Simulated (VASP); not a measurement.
## The low-index faces of Mg

Which face of Mg is cheapest, and which holds its electrons hardest?

Method: PBEsol; plane waves and PAW (Mg), in VASP 6.6.1.

This is a report of a sequence of runs, with most program output left out.

## (1) The structure

It takes space group P6_3/mmc (No. 194, hexagonal). The conventional cell has a = 3.210 Å, b = 3.210 Å, c = 5.213 Å, α = 90.00°, β = 90.00°, γ = 120.00°. Nearest to Mg lie 12 Mg at 3.20 to 3.21 Å.

Structure file:

```xyz
2
Lattice="3.2100 0.0000 0.0000 -1.6050 2.7799 0.0000 0.0000 0.0000 5.2130" Properties=species:S:1:pos:R:3 pbc="T T T"
Mg    0.0000    0.0000    0.0000
Mg    0.0000    1.8533    2.6065
```

## (2) The bulk reference, job relaxation, k-mesh 14×14×8

The bulk crystal is relaxed first, so that the slabs are cut at this functional's lattice.

File INCAR:

```
SYSTEM = Mg
PREC = Accurate
ENCUT = 420
EDIFF = 1E-06
NELM = 120
ISMEAR = 1
SIGMA = 0.15
LREAL = .FALSE.
ALGO = Normal
GGA = PS
NBANDS = 8
LORBIT = 11
LWAVE = .FALSE.
LCHARG = .FALSE.
KPAR = 4
IBRION = 2
NSW = 30
ISIF = 3
EDIFFG = -0.01
POTIM = 0.4
```

File POSCAR:

```
Mg
1.0
    3.2100000000      0.0000000000      0.0000000000
   -1.6050000000      2.7799415461      0.0000000000
    0.0000000000      0.0000000000      5.2130400000
Mg
2
Direct
    0.0000000000      0.0000000000      0.0000000000
    0.3333333333      0.6666666667      0.5000000000
```

File KPOINTS:

```
Automatic mesh
0
Gamma
14 14 8
0 0 0
```

Potentials, in the order of the species: Mg (PBE family, release 64).

The run is started by

```console
mpirun -np 4 vasp_std
```

The job ended after 20 s (4 MPI ranks of AMD EPYC 7R43, shared host; peak memory 0.57 GiB; 77 s of CPU time).

The PAW data sets were made with PBE, which is usual practice but a small mismatch for other functionals. The run keeps the 24 symmetry operations of its start, so it cannot find a distortion of lower symmetry.

Step by step:

```tsv
step	energy less that of the first step (eV)	largest force (eV/Å)	pressure (GPa)	volume (Å³)
1	0.0000	0.0000	-1.21	46.52
2	-0.0051	0.0000	-0.51	45.58
3	-0.0061	0.0000	-0.01	44.97
```

```tsv
conventional cell, symmetrised	before	after	change
a (Å)	3.210	3.172	-1.2 %
b (Å)	3.210	3.172	-1.2 %
c (Å)	5.213	5.161	-1.0 %
volume (Å³/atom)	23.26	22.49	-3.3 %
```

The relaxed structure:

```xyz
2
Lattice="3.1720 0.0000 0.0000 -1.5860 2.7471 0.0000 0.0000 0.0000 5.1611" Properties=species:S:1:pos:R:3 pbc="T T T"
Mg    0.0000    0.0000    0.0000
Mg    0.0000    1.8314    2.5806
```

Numbers from this step:

```
electronic cycles       : 17
electrons               : 4
free energy (TOTEN)     : -3.452 eV
energy at zero smearing : -3.452 eV
Fermi energy            : 2.723 eV
metallic                : yes
```

The run ended after 3 ionic steps, 0.006 eV below its first step, once forces and stress met EDIFFG = -0.01.

Energy at zero smearing: -3.45231 eV.

## (3) The bulk reference, job self-consistent run, k-mesh 17×17×9

File INCAR:

```
SYSTEM = Mg
PREC = Normal
ENCUT = 320
EDIFF = 1E-06
NELM = 120
ISMEAR = 1
SIGMA = 0.15
LREAL = .FALSE.
ALGO = Fast
GGA = PS
NBANDS = 8
LORBIT = 11
LWAVE = .FALSE.
LCHARG = .FALSE.
KPAR = 4
```

File POSCAR:

```
Mg
1.0
    3.1720207111      0.0000000000      0.0000000000
   -1.5860103556      2.7470505171      0.0000000000
    0.0000000000      0.0000000000      5.1611028608
Mg
2
Direct
    0.0000000000      0.0000000000      0.0000000000
    0.3333333333      0.6666666667      0.5000000000
```

File KPOINTS:

```
Automatic mesh
0
Gamma
17 17 9
0 0 0
```

The run is started by

```console
mpirun -np 4 vasp_std
```

Run time: 4.8 s. Hardware: 4 MPI ranks; peak memory 0.4 GiB; 16 s of CPU time.

Numbers from this step:

* electronic cycles: 9
* free energy (TOTEN): -3.448 eV
* energy at zero smearing: -3.449 eV
* Fermi energy: 2.743 eV

Energy at zero smearing: -3.44856 eV.

The run ends at a pressure of 0.01 GPa.

## (4) Surface relaxation, 8 atoms, face Mg(0001)

System of this step: Mg(0001). The cell holds 8 atoms: 8 Mg. Cell: a = 3.172 Å, b = 3.172 Å, c = 33.064 Å, α = 90.0°, β = 90.0°, γ = 60.0°. It derives from Mg. 8 layers of hcp Mg, cut at this functional's lattice. Vacuum lies along c.

All atoms relax at the fixed cell.

File INCAR:

```
SYSTEM = Mg
PREC = Normal
ENCUT = 320
EDIFF = 1E-05
NELM = 120
ISMEAR = 1
SIGMA = 0.15
LREAL = .FALSE.
ALGO = Fast
GGA = PS
NBANDS = 16
LORBIT = 11
LWAVE = .FALSE.
LCHARG = .FALSE.
KPAR = 4
IBRION = 2
NSW = 40
ISIF = 2
EDIFFG = -0.03
POTIM = 0.4
MAXMIX = 40
```

File POSCAR:

```
Mg
1.0
    3.1720207111      0.0000000000      0.0000000000
    1.5860103556      2.7470505171      0.0000000000
    0.0000000000      0.0000000000     33.0638600128
Mg
8
Direct
    0.6666666700      0.6666666700      0.2268337700
    0.0000000000      0.0000000000      0.3048812600
    0.6666666700      0.6666666700      0.3829287600
    0.0000000000      0.0000000000      0.4609762500
    0.6666666700      0.6666666700      0.5390237500
    0.0000000000      0.0000000000      0.6170712400
    0.6666666700      0.6666666700      0.6951187400
    0.0000000000      0.0000000000      0.7731662300
```

File KPOINTS:

```
Automatic mesh
0
Gamma
12 12 1
0 0 0
```

The run is started by

```console
mpirun -np 4 vasp_std
```

The job ended after 41 s (4 MPI ranks; peak memory 0.66 GiB; 2.6 min of CPU time).

The run keeps the 12 symmetry operations of its start, so it cannot find a distortion of lower symmetry.

The steps of the relaxation:

```tsv
step	energy less that of the first step (eV)	largest force (eV/Å)
1	0.0000	0.0731
2	-0.0004	0.0649
3	-0.0014	0.0418
4	-0.0018	0.0451
5	-0.0019	0.0383
6	-0.0023	0.0336
7	-0.0035	0.0318
8	-0.0044	0.0568
9	-0.0050	0.0481
10	-0.0062	0.0227
```

The atoms that moved most (Å):

```tsv
atom	dx	dy	dz	length
Mg2	0.000	0.000	0.076	0.076
Mg7	0.000	0.000	-0.076	0.076
Mg1	0.000	0.000	0.052	0.052
Mg8	0.000	0.000	-0.052	0.052
Mg6	0.000	0.000	-0.044	0.044
Mg3	0.000	0.000	0.044	0.044
Mg5	0.000	0.000	-0.011	0.011
Mg4	0.000	0.000	0.011	0.011
```

Final coordinates:

```xyz
8
Lattice="3.1720 0.0000 0.0000 1.5860 2.7471 0.0000 0.0000 0.0000 33.0639" Properties=species:S:1:pos:R:3
Mg    3.1720    1.8314    7.5522
Mg    0.0000    0.0000   10.1569
Mg    3.1720    1.8314   12.7048
Mg    0.0000    0.0000   15.2527
Mg    3.1720    1.8314   17.8112
Mg    0.0000    0.0000   20.3591
Mg    3.1720    1.8314   22.9069
Mg    0.0000    0.0000   25.5116
```

Numbers from this step:

| Item | Value |
| --- | --- |
| electronic cycles | 47 |
| electrons | 16 |
| free energy (TOTEN) | -13.09 eV |
| energy at zero smearing | -13.09 eV |
| Fermi energy | 0.346 eV |

The run ended after 10 ionic steps, 0.006 eV below its first step, once the forces on the free atoms met EDIFFG = -0.03.

## (5) Potential and states of the slab, 8 atoms, face Mg(0001)

A static run writes the electrostatic potential without exchange and correlation (LVHAR), which is flat in the vacuum and gives the level to count from. The dipole correction cancels the field that unlike faces would set up across the vacuum.

File INCAR:

```
SYSTEM = Mg
PREC = Normal
ENCUT = 320
EDIFF = 1E-06
NELM = 120
ISMEAR = 1
SIGMA = 0.15
LREAL = .FALSE.
ALGO = Fast
GGA = PS
NBANDS = 16
LORBIT = 11
LWAVE = .FALSE.
LCHARG = .TRUE.
KPAR = 4
IDIPOL = 3
LDIPOL = .TRUE.
DIPOL = 0.5 0.5 0.5
LVHAR = .TRUE.
LVACPOTAV = .TRUE.
NEDOS = 1500
```

File POSCAR:

```
Mg
1.0
    3.1720207111      0.0000000000      0.0000000000
    1.5860103556      2.7470505171      0.0000000000
    0.0000000000      0.0000000000     33.0638600128
Mg
8
Direct
    0.6666666700      0.6666666700      0.2284131320
    0.0000000000      0.0000000000      0.3071917251
    0.6666666700      0.6666666700      0.3842501898
    0.0000000000      0.0000000000      0.4613094763
    0.6666666700      0.6666666700      0.5386905237
    0.0000000000      0.0000000000      0.6157498102
    0.6666666700      0.6666666700      0.6928082749
    0.0000000000      0.0000000000      0.7715868680
```

KPOINTS is that of step 4.

The run is started by

```console
mpirun -np 4 vasp_std
```

Run time: 16 s. Hardware: 4 MPI ranks; peak memory 0.58 GiB.

This step gave:

* electronic cycles: 19
* Fermi energy: 0.3459 eV
* dipole moment: 0, 0, 0 e·Å
* vacuum levels: 4.035, 4.035 eV
* work functions of the upper and lower face: 3.689, 3.689 eV

The planar average of the electrostatic potential oscillates, so the rows of the table below give means over windows of 2.54 Å about each position, cut where the curve ends. Its maxima inside the range that stand out by 2 % of the span (Å: eV): 8.8: 0.943, 11.5: 0.819, 14.0: 0.786, 16.5: 0.823, 19.1: 0.786, 21.6: 0.819, 24.2: 0.943. Its minima: 7.5: -6.51, 10.1: -6.46, 12.7: -6.46, 15.2: -6.51, 17.9: -6.51, 20.4: -6.46, 22.9: -6.46, 25.6: -6.51.

Zero at the Fermi level. The planar average of the electrostatic potential by height; means over each step:

```tsv
height (Å)	planar average of the electrostatic potential (eV)
1.27	3.69
3.81	3.67
6.35	-0.163
8.89	-2.54
11.43	-2.72
13.97	-2.76
16.51	-2.74
19.05	-2.76
21.59	-2.72
24.13	-2.54
26.67	-0.334
29.21	3.66
31.75	3.69
```

Density of states in the PAW spheres, an atom over height of the layer and energy from the Fermi level.

Ten even steps from '_' (0.000 states/eV) to '@' (0.089 states/eV), each cell a mean:
```
**++********++**
@@@@%%@@@@%%@@@@
++**%%####%%**++
@@%%**####**%%@@
################
@@@@@@%%%%@@@@@@
****########****
##****++++****##
**##********##**
****##****##****
++++==++++==++++
**++++++++++++**
====++++++++====
================
--==++====++==--
::------------::
::==--------==::
..--::::::::--..
__..::::::::..__
________________
________________
________________
```
Columns: height of the layer (Å) from 7.6 to 25.5; rows upwards: energy from the Fermi level (eV) from -7.9 to 0.5.

Valence density in the ca plane at fractional y = 0.000, with atoms of Mg within 0.2 Å of it. It is the smooth field of the valence electrons, not physical close to the nuclei.

Values in e/Å³, 5 rows by 16 columns, each cell a mean:
```
0.06 0.06 0.10 0.11 0.10 0.06 0.06 0.10 0.11 0.10 0.07 0.04 0.04 0.01 0.00 0.00
0.09 0.09 0.10 0.09 0.10 0.09 0.09 0.10 0.09 0.09 0.09 0.09 0.04 0.01 0.00 0.00
0.10 0.10 0.09 0.08 0.09 0.10 0.10 0.09 0.08 0.09 0.10 0.09 0.04 0.01 0.00 0.00
0.09 0.08 0.10 0.10 0.10 0.09 0.08 0.10 0.10 0.10 0.09 0.08 0.04 0.01 0.00 0.00
0.05 0.05 0.10 0.11 0.10 0.06 0.05 0.10 0.11 0.10 0.06 0.04 0.04 0.01 0.00 0.00
```
Columns run along c (16.0 Å, from fractional 0.44 to 0.92 of the cell), rows up along a (3.2 Å). Atoms in or near the plane, at fractional coordinates: Mg at (0.46, 0.00), Mg at (0.62, 0.00), Mg at (0.77, 0.00).

The map of layer states is cut here 0.5 eV above the Fermi level, so it leaves out the states above that.

The vacuum level lies 3.69 eV above the Fermi level at the upper face; both faces agree, as the slab has next to no dipole.

The program found no field-free point at its default tolerance, but its printed level agrees with the flat part of the planar average.

On this mesh the fine structure of the density of states is sampling noise, and high empty states may be cut by the number of bands.

## (6) Relaxing the slab, 12 atoms, face Mg(10-10)

System of this step: Mg(10-10). The cell holds 12 atoms: 12 Mg. Its edges and angles: a = 3.172 Å, b = 5.161 Å, c = 29.651 Å, α = 90.0°, β = 90.0°, γ = 90.0°. It derives from Mg. 12 layers of hcp Mg, cut at this functional's lattice. Vacuum lies along c.

File INCAR:

```
SYSTEM = Mg
PREC = Normal
ENCUT = 320
EDIFF = 1E-05
NELM = 120
ISMEAR = 1
SIGMA = 0.15
LREAL = .FALSE.
ALGO = Fast
GGA = PS
NBANDS = 24
LORBIT = 11
LWAVE = .FALSE.
LCHARG = .FALSE.
KPAR = 4
IBRION = 2
NSW = 40
ISIF = 2
EDIFFG = -0.03
POTIM = 0.4
MAXMIX = 40
```

File POSCAR:

```
Mg
1.0
    3.1720207111      0.0000000000      0.0000000000
    0.0000000000      5.1611028608      0.0000000000
    0.0000000000      0.0000000000     29.6509360914
Mg
12
Direct
    0.0000000000      0.0000000000      0.2529431100
    0.5000000000      0.0000000000      0.3455894400
    0.5000000000      0.5000000000      0.2838252200
    0.0000000000      0.0000000000      0.4382357800
    0.0000000000      0.5000000000      0.3764715600
    0.5000000000      0.0000000000      0.5308821100
    0.5000000000      0.5000000000      0.4691178900
    0.0000000000      0.0000000000      0.6235284400
    0.0000000000      0.5000000000      0.5617642200
    0.5000000000      0.0000000000      0.7161747800
    0.5000000000      0.5000000000      0.6544105600
    0.0000000000      0.5000000000      0.7470568900
```

File KPOINTS:

```
Automatic mesh
0
Gamma
10 6 1
0 0 0
```

The run is started by

```console
mpirun -np 4 vasp_std
```

The job ended after 1.7 min (4 MPI ranks; peak memory 1 GiB).

The run keeps the 8 symmetry operations of its start, so it cannot find a distortion of lower symmetry.

The steps of the relaxation:

```tsv
step	energy less that of the first step (eV)	largest force (eV/Å)
1	0.0000	0.1661
2	-0.0027	0.1540
3	-0.0100	0.1211
4	-0.0201	0.0646
5	-0.0245	0.0820
6	-0.0253	0.0778
7	-0.0275	0.0429
8	-0.0284	0.0250
```

The atoms that moved most (Å):

```tsv
atom	dx	dy	dz	length
Mg3	0.000	0.000	-0.125	0.125
Mg10	0.000	0.000	0.125	0.125
Mg5	0.000	0.000	-0.066	0.066
Mg8	0.000	0.000	0.066	0.066
Mg1	0.000	0.000	0.056	0.056
Mg12	0.000	0.000	-0.056	0.056
Mg6	0.000	0.000	0.028	0.028
Mg7	0.000	0.000	-0.028	0.028
```

Final coordinates:

```
Mg
1.0
     3.17202    0.00000    0.00000
     0.00000    5.16110    0.00000
     0.00000    0.00000   29.65094
Mg
12
Direct
  0.00000 0.00000 0.25484
  0.50000 0.00000 0.34627
  0.50000 0.50000 0.27962
  0.00000 0.00000 0.43883
  0.00000 0.50000 0.37424
  0.50000 0.00000 0.53184
  0.50000 0.50000 0.46816
  0.00000 0.00000 0.62576
  0.00000 0.50000 0.56117
  0.50000 0.00000 0.72038
  0.50000 0.50000 0.65373
  0.00000 0.50000 0.74516
```

This step gave:

```
electronic cycles       : 46
electrons               : 24
free energy (TOTEN)     : -19.27 eV
energy at zero smearing : -19.27 eV
Fermi energy            : -0.0703 eV
```

The run ended after 8 ionic steps, 0.028 eV below its first step, once the forces on the free atoms met EDIFFG = -0.03.

## (7) Potential and states of the slab, 12 atoms, face Mg(10-10)

File INCAR:

```
SYSTEM = Mg
PREC = Normal
ENCUT = 320
EDIFF = 1E-06
NELM = 120
ISMEAR = 1
SIGMA = 0.15
LREAL = .FALSE.
ALGO = Fast
GGA = PS
NBANDS = 24
LORBIT = 11
LWAVE = .FALSE.
LCHARG = .TRUE.
KPAR = 4
IDIPOL = 3
LDIPOL = .TRUE.
DIPOL = 0.5 0.5 0.5
LVHAR = .TRUE.
LVACPOTAV = .TRUE.
NEDOS = 1500
```

File POSCAR:

```
Mg
1.0
    3.1720207111      0.0000000000      0.0000000000
    0.0000000000      5.1611028608      0.0000000000
    0.0000000000      0.0000000000     29.6509360914
Mg
12
Direct
    0.0000000000      0.0000000000      0.2548398679
    0.5000000000      0.0000000000      0.3462712174
    0.5000000000      0.5000000000      0.2796165009
    0.0000000000      0.0000000000      0.4388307796
    0.0000000000      0.5000000000      0.3742425940
    0.5000000000      0.0000000000      0.5318409212
    0.5000000000      0.5000000000      0.4681590788
    0.0000000000      0.0000000000      0.6257574060
    0.0000000000      0.5000000000      0.5611692204
    0.5000000000      0.0000000000      0.7203834991
    0.5000000000      0.5000000000      0.6537287826
    0.0000000000      0.5000000000      0.7451601321
```

KPOINTS is that of step 6.

The run is started by

```console
mpirun -np 4 vasp_std
```

Wall time 42 s (4 MPI ranks); peak memory 0.95 GiB; 2.7 min of CPU time.

Numbers from this step:

| Quantity | Value |
| --- | --- |
| electronic cycles | 20 |
| Fermi energy | -0.0702 eV |
| vacuum levels | 3.608, 3.608 eV |
| work functions of the upper and lower face | 3.678, 3.678 eV |

The planar average of the electrostatic potential oscillates, so the rows of the table below give means over windows of 2.75 Å about each position, cut where the curve ends. Its maxima inside the range that stand out by 2 % of the span (Å: eV): 9.3: 0.116, 12.1: -0.0787, 14.8: -0.2, 17.6: -0.0787, 20.3: 0.116. Its minima: 7.9: -5.56, 10.7: -5.21, 13.4: -5.07, 16.2: -5.07, 19.0: -5.21, 21.7: -5.56.

Zero at the Fermi level. Table of planar average of the electrostatic potential by height; means over each step:

```tsv
height (Å)	planar average of the electrostatic potential (eV)
1.38	3.68
4.12	3.64
6.88	-0.811
9.62	-2.63
12.38	-2.67
15.12	-2.72
17.88	-2.70
20.62	-2.70
23.38	1.12
26.12	3.67
28.88	3.68
```

Density of states in the PAW spheres, an atom over height of the layer and energy from the Fermi level.

Values in states/eV, 22 rows by 12 columns, each cell a mean:
```
0.069 0.060 0.069 0.067 0.067 0.071 0.071 0.067 0.067 0.069 0.060 0.069
0.090 0.076 0.072 0.061 0.079 0.076 0.076 0.079 0.061 0.072 0.076 0.090
0.083 0.074 0.076 0.075 0.069 0.066 0.066 0.069 0.075 0.076 0.074 0.083
0.063 0.072 0.072 0.067 0.067 0.067 0.067 0.067 0.067 0.072 0.072 0.063
0.070 0.070 0.069 0.068 0.072 0.068 0.068 0.072 0.068 0.069 0.070 0.070
0.091 0.088 0.079 0.090 0.081 0.085 0.085 0.081 0.090 0.079 0.088 0.091
0.043 0.047 0.049 0.044 0.050 0.051 0.051 0.050 0.044 0.049 0.047 0.043
0.074 0.069 0.066 0.057 0.063 0.063 0.063 0.063 0.057 0.066 0.069 0.074
0.074 0.070 0.074 0.083 0.066 0.061 0.061 0.066 0.083 0.074 0.070 0.074
0.047 0.046 0.046 0.047 0.062 0.067 0.067 0.062 0.047 0.046 0.046 0.047
0.060 0.057 0.048 0.047 0.038 0.044 0.044 0.038 0.047 0.048 0.057 0.060
0.058 0.055 0.055 0.063 0.055 0.051 0.051 0.055 0.063 0.055 0.055 0.058
0.038 0.039 0.040 0.043 0.053 0.050 0.050 0.053 0.043 0.040 0.039 0.038
0.041 0.042 0.038 0.035 0.040 0.040 0.040 0.040 0.035 0.038 0.042 0.041
0.036 0.039 0.046 0.041 0.041 0.038 0.038 0.041 0.041 0.046 0.039 0.036
0.020 0.025 0.036 0.029 0.037 0.041 0.041 0.037 0.029 0.036 0.025 0.020
0.021 0.027 0.038 0.031 0.024 0.025 0.025 0.024 0.031 0.038 0.027 0.021
0.009 0.013 0.029 0.030 0.030 0.028 0.028 0.030 0.030 0.029 0.013 0.009
0.003 0.005 0.013 0.014 0.017 0.018 0.018 0.017 0.014 0.013 0.005 0.003
0.000 0.000 0.001 0.002 0.003 0.003 0.003 0.003 0.002 0.001 0.000 0.000
0.000 0.000 0.000 0.000 0.000 0.000 0.000 0.000 0.000 0.000 0.000 0.000
0.000 0.000 0.000 0.000 0.000 0.000 0.000 0.000 0.000 0.000 0.000 0.000
```
Columns: height of the layer (Å) from 7.6 to 22.1 (not evenly spaced); rows upwards: energy from the Fermi level (eV) from -7.9 to 0.5.

Valence density in the ca plane at fractional y = 0.000, with atoms of Mg within 0.2 Å of it. It is the smooth field of the valence electrons, not physical close to the nuclei.

Ten even steps from '0' (0.00 e/Å³) to '9' (0.11 e/Å³), each cell a mean:
```
99974225788889999984224788899986421000000000
99987567998877899987567888877776421000000000
78888899999743578888899998753455421000000000
68888999998522358888999998632245421000000000
68888999999632368888999998632345421000000000
89988789999765689888778998765666421000000000
99985446888888999985445888889986421000000000
99974224788889999974224688899986421000000000
```
Columns run along c (16.0 Å, from fractional 0.37 to 0.91 of the cell), rows up along a (3.2 Å). Atoms in or near the plane, at fractional coordinates: Mg at (0.44, 0.00), Mg at (0.53, 0.50), Mg at (0.63, 0.00), Mg at (0.72, 0.50).

The map of layer states is cut here 0.5 eV above the Fermi level, so it leaves out the states above that.

The vacuum level lies 3.68 eV above the Fermi level at the upper face; both faces agree, as the slab has next to no dipole.

The program found no field-free point at its default tolerance, but its printed level agrees with the flat part of the planar average.

On this mesh the fine structure of the density of states is sampling noise, and high empty states may be cut by the number of bands.

## (8) The faces side by side

This step: surfaces of a metal, PBEsol; plane waves and PAW (VASP 6.6.1).

Derived from the runs above.

Symmetric slabs, all atoms free. All faces:

```tsv
face	layers	area a surface atom (Å²)	work function (eV)	surface energy as cut (J/m²)	surface energy relaxed (J/m²)	change of the top spacing (%)
Mg(0001)	8	8.714	3.689	0.6499	0.6442	0.94
Mg(10-10)	12	16.37	3.678	0.7089	0.695	-19.77
```

Each surface energy is the slab's energy less its number of atoms times the bulk energy of -1.7243 eV, over twice the cell's area.

## (9) Summary of results

```
Mg(0001)  : 0.64 J/m², 3.69 eV
Mg(10-10) : 0.70 J/m², 3.68 eV
```

What this shows: The cheapest face is Mg(0001) at 0.64 J/m², against 0.70 for Mg(10-10). The work functions are 3.69 eV for Mg(0001) and 3.68 eV for Mg(10-10). The work functions lie within the mesh's noise of each other at the top. The densest face is also the cheapest, since it cuts the fewest bonds an area. The top spacing changes by +0.9 % on Mg(0001) and -19.8 % on Mg(10-10). Of the two ends of the prism face, the one with the short outer spacing was run. One thickness was run for each face, and bulk and slab meshes don't match, which leaves some hundredths of a J/m². The cells are 1 × 1 and can't reconstruct.

[Lines on the potential files, build, host, timing and source positions are cut from VASP's logs without a mark.]

[Logs are printed without paths, hosts, clocks, repeated set-up lines and the standing remarks that a program may print on its own settings, such as how far it seeks lower states.]

[Hosts, paths, dates, database ids (printed as entryN), source tags and the programs' standing remarks are cut or masked in the printed files.]

[Runs that stopped without an error message from VASP are left out.]
